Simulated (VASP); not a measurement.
# Na: formation energy of a vacancy on the Na site, part 3 of 3

How easily does a vacancy on the Na site form in Na? The host is relaxed first, then a supercell is run with and without the defect.

VASP 6.6.1; PBEsol; plane waves and PAW (Na).

So far. Step 2 (Relaxing the host crystal): The run ended after 3 ionic steps, 0.002 eV below its first step, once forces and stress met EDIFFG = -0.02. Step 3 (The supercell without the defect): The host is treated as a metal, as its relaxation found a gap under 0.3 eV or none, and only the neutral defect is run.

### 4. The defect cell

System of this step: Na. The cell holds 53 atoms: 53 Na. Its edges and angles: a = 12.536 Å, b = 12.536 Å, c = 12.536 Å, α = 90.0°, β = 90.0°, γ = 90.0°. It derives from Na. Nearest the centre at fractional (0.000, 0.000, 0.000): Na5 at 3.62 Å, Na11 at 3.62 Å, Na28 at 3.62 Å, Na33 at 3.62 Å, Na37 at 3.62 Å, Na41 at 3.62 Å, Na51 at 3.62 Å, Na53 at 3.62 Å.

The host is treated as a metal, since its gap is under 0.3 eV or closed. The run keeps 48 symmetry operations, which cuts the number of k-points but bars distortions that break them. The atoms relax at the host's fixed cell.

Input file INCAR:

```
SYSTEM = Na
PREC = Normal
ENCUT = 300
EDIFF = 1E-05
NELM = 120
ISMEAR = 1
SIGMA = 0.2
LREAL = Auto
ALGO = Fast
GGA = PS
LORBIT = 11
LWAVE = .FALSE.
LCHARG = .TRUE.
KPAR = 4
NCORE = 2
IBRION = 2
NSW = 50
ISIF = 2
EDIFFG = -0.03
POTIM = 0.4
MAXMIX = 40
ISYM = 2
```

Input file POSCAR:

```
Na
1.0
   12.5364457464      0.0000000000      0.0000000000
    0.0000000000     12.5364457464      0.0000000000
    0.0000000000      0.0000000000     12.5364457464
Na
53
Direct
    0.3333333300      0.0000000000      0.0000000000
    0.6666666700      0.0000000000      0.0000000000
    0.0000000000      0.3333333300      0.0000000000
    0.0000000000      0.0000000000      0.3333333300
    0.1666666700      0.1666666700      0.1666666700
    0.3333333300      0.3333333300      0.0000000000
    0.3333333300      0.0000000000      0.3333333300
    0.5000000000      0.1666666700      0.1666666700
    0.6666666700      0.3333333300      0.0000000000
    0.6666666700      0.0000000000      0.3333333300
    0.8333333300      0.1666666700      0.1666666700
    0.0000000000      0.6666666700      0.0000000000
    0.0000000000      0.3333333300      0.3333333300
    0.1666666700      0.5000000000      0.1666666700
    0.3333333300      0.6666666700      0.0000000000
    0.0000000000      0.0000000000      0.6666666700
    0.1666666700      0.1666666700      0.5000000000
    0.3333333300      0.3333333300      0.3333333300
    0.5000000000      0.5000000000      0.1666666700
    0.6666666700      0.6666666700      0.0000000000
    0.3333333300      0.0000000000      0.6666666700
    0.5000000000      0.1666666700      0.5000000000
    0.6666666700      0.3333333300      0.3333333300
    0.8333333300      0.5000000000      0.1666666700
    0.6666666700      0.0000000000      0.6666666700
    0.8333333300      0.1666666700      0.5000000000
    0.0000000000      0.6666666700      0.3333333300
    0.1666666700      0.8333333300      0.1666666700
    0.0000000000      0.3333333300      0.6666666700
    0.1666666700      0.5000000000      0.5000000000
    0.3333333300      0.6666666700      0.3333333300
    0.5000000000      0.8333333300      0.1666666700
    0.1666666700      0.1666666700      0.8333333300
    0.3333333300      0.3333333300      0.6666666700
    0.5000000000      0.5000000000      0.5000000000
    0.6666666700      0.6666666700      0.3333333300
    0.8333333300      0.8333333300      0.1666666700
    0.5000000000      0.1666666700      0.8333333300
    0.6666666700      0.3333333300      0.6666666700
    0.8333333300      0.5000000000      0.5000000000
    0.8333333300      0.1666666700      0.8333333300
    0.0000000000      0.6666666700      0.6666666700
    0.1666666700      0.8333333300      0.5000000000
    0.1666666700      0.5000000000      0.8333333300
    0.3333333300      0.6666666700      0.6666666700
    0.5000000000      0.8333333300      0.5000000000
    0.5000000000      0.5000000000      0.8333333300
    0.6666666700      0.6666666700      0.6666666700
    0.8333333300      0.8333333300      0.5000000000
    0.8333333300      0.5000000000      0.8333333300
    0.1666666700      0.8333333300      0.8333333300
    0.5000000000      0.8333333300      0.8333333300
    0.8333333300      0.8333333300      0.8333333300
```

Input file KPOINTS:

```
Automatic mesh
0
Monkhorst-Pack
3 3 3
0 0 0
```

The projector-augmented-wave data sets are Na (PBE family, release 64).

The run is started by

```bash
$ mpirun -np 8 vasp_std
```

Output:

```text
[banner, memory and clock lines left out]
running    8 mpi-ranks, on    1 nodes
 distrk:  each k-point on    2 cores,    4 groups
 distr:  one band on    2 cores,    1 groups

 POSCAR found type information on POSCAR Na
 POSCAR found :  1 types and      53 ions
 [... a notice as in an earlier step ...]

 LDA part: xc-table for (Slater+PW92), standard interpolation
 POSCAR, INCAR and KPOINTS ok, starting setup
 FFT: planning ... GRIDC
 FFT: planning ... GRID_SOFT
 FFT: planning ... GRID
 WAVECAR not read
 entering main loop
       N       E                     dE             d eps       ncg     rms          rms(c)
DAV:   1    -0.235661173771E+02   -0.23566E+02   -0.76563E+03   424   0.388E+02
DAV:   2    -0.706688359316E+02   -0.47103E+02   -0.43943E+02   476   0.539E+01
DAV:   3    -0.736548518511E+02   -0.29860E+01   -0.28110E+01   568   0.116E+01
DAV:   4    -0.737568968680E+02   -0.10205E+00   -0.10149E+00   584   0.219E+00
DAV:   5    -0.737612305883E+02   -0.43337E-02   -0.43333E-02   600   0.412E-01    0.168E+00
RMM:   6    -0.736666328472E+02    0.94598E-01   -0.69774E-02   424   0.295E-01    0.109E+00
RMM:   7    -0.736311370976E+02    0.35496E-01   -0.67851E-02   424   0.390E-01    0.394E-01
RMM:   8    -0.736259084608E+02    0.52286E-02   -0.56067E-03   424   0.219E-01    0.837E-02
RMM:   9    -0.736254795788E+02    0.42888E-03   -0.88080E-04   434   0.925E-02    0.213E-02
RMM:  10    -0.736254473591E+02    0.32220E-04   -0.32710E-04   425   0.417E-02    0.637E-03
RMM:  11    -0.736254525256E+02   -0.51666E-05   -0.12612E-04   473   0.303E-02    0.285E-03
RMM:  12    -0.736254533198E+02   -0.79418E-06   -0.10375E-05   308   0.907E-03
   1 F= -.73625453E+02 E0= -.73626710E+02  d E =-.736255E+02
 curvature:   0.00 expect dE= 0.000E+00 dE for cont linesearch  0.000E+00
 trial: gam= 0.00000 g(F)=  0.141E-02 g(S)=  0.000E+00 ort = 0.000E+00 (trialstep = 0.100E+01)
 search vector abs. value=  0.141E-02
 bond charge predicted
       N       E                     dE             d eps       ncg     rms          rms(c)
DAV:   1    -0.736268679756E+02   -0.14155E-02   -0.82328E-04   526   0.913E-02    0.298E-03
RMM:   2    -0.736268686208E+02   -0.64513E-06   -0.13342E-05   277   0.108E-02
   2 F= -.73626869E+02 E0= -.73628094E+02  d E =-.141530E-02
[...]
3 F= -.73630966E+02 E0= -.73632143E+02  d E =-.551295E-02
[...]
4 F= -.73638319E+02 E0= -.73639391E+02  d E =-.128660E-01
[...]
5 F= -.73651630E+02 E0= -.73652498E+02  d E =-.261763E-01
 curvature: -13.22 expect dE=-0.110E-01 dE for cont linesearch -0.959E-02
 ZBRENT: increasing intervall
 opt :  46.0000  next Energy=   -73.671878 (dE=-0.464E-01)
 bond charge predicted
       N       E                     dE             d eps       ncg     rms          rms(c)
DAV:   1    -0.736707733941E+02   -0.19152E-01   -0.47836E-01   424   0.219E+00    0.752E-02
RMM:   2    -0.736705798073E+02    0.19359E-03   -0.86413E-03   424   0.255E-01    0.280E-03
RMM:   3    -0.736706990493E+02   -0.11924E-03   -0.10411E-03   425   0.100E-01    0.275E-03
RMM:   4    -0.736707342576E+02   -0.35208E-04   -0.33959E-04   527   0.479E-02    0.493E-03
RMM:   5    -0.736707359986E+02   -0.17409E-05   -0.15962E-05   310   0.121E-02
   6 F= -.73670736E+02 E0= -.73671286E+02  d E =-.452827E-01
 curvature: -27.90 expect dE=-0.198E-01 dE for cont linesearch -0.539E-02
 trial: gam= 0.13195 g(F)=  0.709E-03 g(S)=  0.000E+00 ort = 0.523E-03 (trialstep = 0.100E+02)
 search vector abs. value=  0.872E-03
 reached required accuracy - stopping structural energy minimisation
```

Elapsed: 45 s, on 8 MPI ranks of Intel Xeon 6975P-C (Granite Rapids), shared host; peak memory 2.8 GiB; 4.7 min of CPU time.

Parts of OUTCAR (step 4):

```text
The static configuration has the point symmetry O_h .

 Found      4 irreducible k-points:

   k-points           NKPTS =      4   k-points in BZ     NKDIM =      4   number of bands    NBANDS=     53

   NELECT =      53.0000    total number of electrons

 E-fermi :   0.4979

 k-point     1 :       0.0000    0.0000    0.0000
  band No.  band energies     occupation
    ...
     23       0.1535      2.03522
     24       0.1535      2.03522
     25       0.1535      2.03522
     26       0.1561      2.03634
     27       0.2312      2.06778
     28       1.0601     -0.00052
     29       1.0601     -0.00052
     30       1.0890     -0.00024
     31       1.0890     -0.00024
     32       1.0890     -0.00024
    ...

 k-point     2 :       0.3333    0.0000    0.0000
  band No.  band energies     occupation
    ...
     20      -0.1002      2.00020
     21      -0.0633      2.00053
     22      -0.0633      2.00053
     23      -0.0512      2.00072
     24       0.0378      2.00539
     25       0.8228     -0.04387
     26       0.8481     -0.03274
     27       0.8481     -0.03274
     28       0.8656     -0.02597
     29       0.8713     -0.02397
    ...

  Total       -1.6759283     -1.6759283     -1.6759283     -0.0000000     -0.0000000      0.0000000
  in kB       -1.3628333     -1.3628333     -1.3628333     -0.0000000     -0.0000000      0.0000000
  external PRESSURE =      -1.3628333 kB  Pullay stress =       0.0000000 kB

 POSITION                                       TOTAL-FORCE (eV/Angst)
 -----------------------------------------------------------------------------------
      4.24774     12.53645      0.00000         0.010118      0.000000      0.000000
      8.28871     12.53645      0.00000        -0.010118      0.000000      0.000000
     12.53645      4.24774      0.00000         0.000000      0.010118      0.000000
     12.53645     12.53645      4.24774         0.000000      0.000000      0.010118
      2.02972      2.02972      2.02972        -0.015147     -0.015147     -0.015147
      4.18110      4.18110      0.00000        -0.011088     -0.011088      0.000000
      4.18110     12.53645      4.18110        -0.011088      0.000000     -0.011088
      6.26822      2.08547      2.08547         0.000000      0.013080      0.013080
      8.35535      4.18110      0.00000         0.011088     -0.011088      0.000000
      8.35535     12.53645      4.18110         0.011088      0.000000     -0.011088
     10.50673      2.02972      2.02972         0.015147     -0.015147     -0.015147
     12.53645      8.28871      0.00000         0.000000     -0.010118      0.000000
     12.53645      4.18110      4.18110         0.000000     -0.011088     -0.011088
      2.08547      6.26822      2.08547         0.013080      0.000000      0.013080
      4.18110      8.35535      0.00000        -0.011088      0.011088      0.000000
     12.53645     12.53645      8.28871         0.000000      0.000000     -0.010118
      2.08547      2.08547      6.26822         0.013080      0.013080      0.000000
      4.17657      4.17657      4.17657        -0.013836     -0.013836     -0.013836
      6.26822      6.26822      2.07712         0.000000      0.000000      0.010070
      8.35535      8.35535      0.00000         0.011088      0.011088      0.000000
      4.18110     12.53645      8.35535        -0.011088      0.000000      0.011088
      6.26822      2.07712      6.26822         0.000000      0.010070      0.000000
      8.35988      4.17657      4.17657         0.013836     -0.013836     -0.013836
     10.45098      6.26822      2.08547        -0.013080      0.000000      0.013080
      8.35535     12.53645      8.35535         0.011088      0.000000      0.011088
     10.45098      2.08547      6.26822        -0.013080      0.013080      0.000000
     12.53645      8.35535      4.18110         0.000000      0.011088     -0.011088
      2.02972     10.50673      2.02972        -0.015147      0.015147     -0.015147
     12.53645      4.18110      8.35535         0.000000     -0.011088      0.011088
      2.07712      6.26822      6.26822         0.010070      0.000000      0.000000
      4.17657      8.35988      4.17657        -0.013836      0.013836     -0.013836
      6.26822     10.45098      2.08547         0.000000     -0.013080      0.013080
      2.02972      2.02972     10.50673        -0.015147     -0.015147      0.015147
      4.17657      4.17657      8.35988        -0.013836     -0.013836      0.013836
      6.26822      6.26822      6.26822         0.000000      0.000000      0.000000
      8.35988      8.35988      4.17657         0.013836      0.013836     -0.013836
     10.50673     10.50673      2.02972         0.015147      0.015147     -0.015147
      6.26822      2.08547     10.45098         0.000000      0.013080     -0.013080
[...]
-----------------------------------------------------------------------------------
    total drift:                                0.000000     -0.000000     -0.000000

  FREE ENERGIE OF THE ION-ELECTRON SYSTEM (eV)
  ---------------------------------------------------
  free  energy   TOTEN  =       -73.6707359986 eV

  energy  without entropy=      -73.6723849872  energy(sigma->0) =      -73.67128566

 total charge
# of ion       s       p       d       tot
------------------------------------------
    1        0.099   0.025   0.000   0.124
    2        0.099   0.025   0.000   0.124
    3        0.099   0.025   0.000   0.124
    4        0.099   0.025   0.000   0.124
    5        0.094   0.023   0.000   0.117
    6        0.095   0.026   0.000   0.121
    7        0.095   0.026   0.000   0.121
    8        0.096   0.026   0.000   0.122
    9        0.095   0.026   0.000   0.121
   10        0.095   0.026   0.000   0.121
   11        0.094   0.023   0.000   0.117
   12        0.099   0.025   0.000   0.124
   13        0.095   0.026   0.000   0.121
   14        0.096   0.026   0.000   0.122
   15        0.095   0.026   0.000   0.121
   16        0.099   0.025   0.000   0.124
   17        0.096   0.026   0.000   0.122
   18        0.095   0.025   0.000   0.120
   19        0.096   0.026   0.000   0.122
   20        0.095   0.026   0.000   0.121
   21        0.095   0.026   0.000   0.121
   22        0.096   0.026   0.000   0.122
   23        0.095   0.025   0.000   0.120
   24        0.096   0.026   0.000   0.122
   25        0.095   0.026   0.000   0.121
   26        0.096   0.026   0.000   0.122
   27        0.095   0.026   0.000   0.121
   28        0.094   0.023   0.000   0.117
   29        0.095   0.026   0.000   0.121
   30        0.096   0.026   0.000   0.122
   31        0.095   0.025   0.000   0.120
   32        0.096   0.026   0.000   0.122
   33        0.094   0.023   0.000   0.117
   34        0.095   0.025   0.000   0.120
   35        0.095   0.025   0.000   0.120
   36        0.095   0.025   0.000   0.120
   37        0.094   0.023   0.000   0.117
[...]
--------------------------------------------------
tot          5.070   1.330   0.000   6.401

[... 7 parts as in an earlier step ...]

[... 4 further parts left out ...]
```

Relaxation path:

| step | energy less that of the first step (eV) | largest force (eV/Å) |
| --- | --- | --- |
| 1 | 0.0000 | 0.0582 |
| 2 | -0.0014 | 0.0583 |
| 3 | -0.0055 | 0.0532 |
| 4 | -0.0129 | 0.0506 |
| 5 | -0.0262 | 0.0447 |
| 6 | -0.0453 | 0.0262 |

The atoms that moved most (Å):

| atom | dx | dy | dz | length |
| --- | --- | --- | --- | --- |
| Na53 | 0.060 | 0.060 | 0.060 | 0.103 |
| Na41 | 0.060 | -0.060 | 0.060 | 0.103 |
| Na37 | 0.060 | 0.060 | -0.060 | 0.103 |
| Na51 | -0.060 | 0.060 | 0.060 | 0.103 |
| Na33 | -0.060 | -0.060 | 0.060 | 0.103 |
| Na11 | 0.060 | -0.060 | -0.060 | 0.103 |
| Na28 | -0.060 | 0.060 | -0.060 | 0.103 |
| Na5 | -0.060 | -0.060 | -0.060 | 0.103 |

Numbers from this step:

```yaml
electronic_cycles: 29
electrons: 53
free_energy_toten: -73.6707 eV
energy_at_zero_smearing: -73.6713 eV
fermi_energy: 0.4979 eV
```

Valence density in the ac plane at fractional y = 0.000, through the centre, with atoms of Na within 0.45 Å of it. It is the smooth field of the valence electrons, not physical close to the nuclei.

Ten even steps from '0' (0.79 × 1e-2 e/Å³) to '9' (3.19 × 1e-2 e/Å³), each cell a mean:
```
00012456752111489999731113676432100
01123467876445799999865457876542110
22234578899889999999998889987654322
44456788999999999999999999998766544
66677889999999999999999999999887766
67789999988778899999987778999998876
23689999863224689999853225799999753
11379999741111489998621112689998521
11479999741112589999731112689998621
34789999875445799999875446899999864
89999999998888999999998889999999998
99999999999999999999999999999999999
99999999999999999999999999999999999
77899999988778999999987778999999987
13589999863224689999853225789999742
11379998741111489998621112689998521
11479999851112589998731113689998631
45789999975445799999865446899999864
67788999998888999999998889999988876
55667889999999999999999999998877655
33445678999999999999999999988765433
11234567888778999999987778887643221
00113457764223699999853235776532100
00012356641111489999621112566432100
```
Columns run along a (12.5 Å), rows up along c (12.5 Å). Atoms in or near the plane, at fractional coordinates: Na at (0.34, 0.00), Na at (0.66, 0.00), Na at (0.00, 0.34), Na at (0.33, 0.33), Na at (0.67, 0.33), Na at (0.00, 0.66), Na at (0.33, 0.67), Na at (0.67, 0.67).

The run ended after 6 ionic steps, 0.045 eV below its first step, once the forces on the free atoms met EDIFFG = -0.03.

The 8 first neighbours (Na) lie 3.62 Å from the site in the perfect crystal and 3.52 Å on average after the relaxation (-2.9 %).

### 5. Putting the energies together

This step: point defect, PBEsol; plane waves and PAW (VASP 6.6.1).

No new run; the numbers come from the runs before.

This step gave:

```yaml
formation_energy_of_the_neutral_defect: 0.4582 eV
```

Formation energy:

| formation energy (eV) | largest move (Å) |
| --- | --- |
| 0.4582 | 0.1034 |

The formation energy is the energy of the relaxed defect cell less that of the perfect cell, with each removed atom booked to its reference and each added atom taken from it.

References, in eV an atom: Na -1.399 (the host). They were run at the supercell's cutoff and functional, without U, and count both elements from their own phases.

### 6. Results

- formation energy at charge 0: 0.458 eV

A vacancy on the Na site costs 0.46 eV, with every exchanged atom at the energy of its element. The 8 first neighbours (Na) lie 3.62 Å from the site in the perfect crystal and 3.52 Å on average after the relaxation (-2.9 %). With metallic smearing the value can move by tenths of an eV with the k mesh. The supercell of 54 atoms is small, so interactions between images remain.

[Lines on the potential files, build, host, timing and source positions are cut from VASP's logs without a mark.]

[Logs are printed without paths, hosts, clocks, repeated set-up lines and the standing remarks that a program may print on its own settings, such as how far it seeks lower states.]

[Hosts, paths, dates, database ids (printed as entryN), source tags and the programs' standing remarks are cut or masked in the printed files.]

[In band tables of VASP the shares of atoms and orbitals are scaled to a sum of 1 inside the atoms' spheres.]

[Runs that stopped without an error message from VASP are left out.]
